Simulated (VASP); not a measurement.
OSZICAR of a VASP run on AlN (zinc blende):

**OSZICAR**
```
       N       E                     dE             d eps       ncg     rms          rms(c)
DAV:   1     0.120030330153E+02    0.12003E+02   -0.43754E+03   776   0.938E+02
DAV:   2    -0.172302505221E+02   -0.29233E+02   -0.27822E+02  1024   0.162E+02
DAV:   3    -0.178312391831E+02   -0.60099E+00   -0.60099E+00   896   0.289E+01
DAV:   4    -0.178329817934E+02   -0.17426E-02   -0.17426E-02  1144   0.150E+00
DAV:   5    -0.178329845758E+02   -0.27824E-05   -0.27824E-05   920   0.462E-02    0.825E+00
DAV:   6    -0.156592115977E+02    0.21738E+01   -0.12364E+01   880   0.234E+01    0.292E+00
DAV:   7    -0.156308177267E+02    0.28394E-01   -0.93974E-02   808   0.315E+00    0.194E+00
DAV:   8    -0.156132399469E+02    0.17578E-01   -0.19418E-02   872   0.194E+00    0.389E-01
DAV:   9    -0.156129858785E+02    0.25407E-03   -0.69749E-04  1024   0.226E-01    0.202E-01
DAV:  10    -0.156130322146E+02   -0.46336E-04   -0.12611E-04   896   0.979E-02    0.494E-02
DAV:  11    -0.156130303786E+02    0.18360E-05   -0.36053E-06   888   0.179E-02    0.104E-02
DAV:  12    -0.156130304924E+02   -0.11375E-06   -0.21434E-07   872   0.522E-03    0.295E-04
DAV:  13    -0.156130304973E+02   -0.49291E-08   -0.23774E-09   464   0.447E-04
   1 F= -.13649632E+02 E0= -.13649632E+02  d E =-.136496E+02
       N       E                     dE             d eps       ncg     rms          rms(c)
DAV:   1    -0.157748975044E+02   -0.16187E+00   -0.12600E+01   752   0.349E+01    0.475E+00
DAV:   2    -0.153146591565E+02    0.46024E+00   -0.22608E+00   816   0.114E+01    0.134E+00
DAV:   3    -0.153061950486E+02    0.84641E-02   -0.61985E-02   984   0.256E+00    0.401E-01
DAV:   4    -0.153035266253E+02    0.26684E-02   -0.14410E-03   832   0.394E-01    0.220E-01
DAV:   5    -0.153029089757E+02    0.61765E-03   -0.50339E-04   856   0.229E-01    0.951E-02
DAV:   6    -0.153029084581E+02    0.51761E-06   -0.55085E-06   968   0.254E-02    0.424E-02
DAV:   7    -0.153029079809E+02    0.47717E-06   -0.20482E-06   968   0.104E-02    0.277E-03
DAV:   8    -0.153029079002E+02    0.80729E-07   -0.93473E-08   424   0.285E-03
   2 F= -.13607681E+02 E0= -.13607681E+02  d E =0.419509E-01
       N       E                     dE             d eps       ncg     rms          rms(c)
DAV:   1    -0.157029132756E+02   -0.40001E+00   -0.37403E+00   752   0.179E+01    0.261E+00
DAV:   2    -0.155592819669E+02    0.14363E+00   -0.79799E-01   792   0.666E+00    0.626E-01
DAV:   3    -0.155574692805E+02    0.18127E-02   -0.12547E-02   912   0.120E+00    0.198E-01
DAV:   4    -0.155565494477E+02    0.91983E-03   -0.46318E-04   896   0.215E-01    0.815E-02
DAV:   5    -0.155564130616E+02    0.13639E-03   -0.11492E-04   848   0.101E-01    0.495E-02
DAV:   6    -0.155564121108E+02    0.95075E-06   -0.18943E-06   968   0.134E-02    0.983E-03
DAV:   7    -0.155564117591E+02    0.35172E-06   -0.17826E-06   888   0.915E-03    0.347E-03
DAV:   8    -0.155564118535E+02   -0.94410E-07   -0.19904E-08   384   0.157E-03
   3 F= -.13716244E+02 E0= -.13716244E+02  d E =-.666123E-01
       N       E                     dE             d eps       ncg     rms          rms(c)
DAV:   1    -0.155540612243E+02    0.23505E-02   -0.98402E-04   752   0.295E-01    0.423E-02
DAV:   2    -0.155540241144E+02    0.37110E-04   -0.20535E-04   792   0.106E-01    0.104E-02
DAV:   3    -0.155540238212E+02    0.29317E-06   -0.35486E-06   920   0.202E-02    0.325E-03
DAV:   4    -0.155540237334E+02    0.87865E-07   -0.11766E-07   592   0.338E-03
   4 F= -.13716266E+02 E0= -.13716266E+02  d E =-.666346E-01
```

Problem. Which electronic solver shows in the log?

Solution. It is blocked Davidson (ALGO = Normal, or the opening steps of other solvers). The INCAR had ALGO = Normal.

Problem. Can the final energy be trusted as converged?

Solution. Self-consistency was reached. It stopped with EDIFF = 1E-7, NELM = 100, NSW = 40 and EDIFFG = -0.01 after 4 ionic steps (PBEsol GGA, plane waves, VASP's PBE PAW potentials (set 64)). Energy and stress use the plane-wave basis of the starting cell.

The compound is AlN in the zinc blende structure, a metastable form; wurtzite is the usual one. This run relaxes it under an external pressure of 15 GPa. Symmetry was kept, so distortions that lower it aren't found.
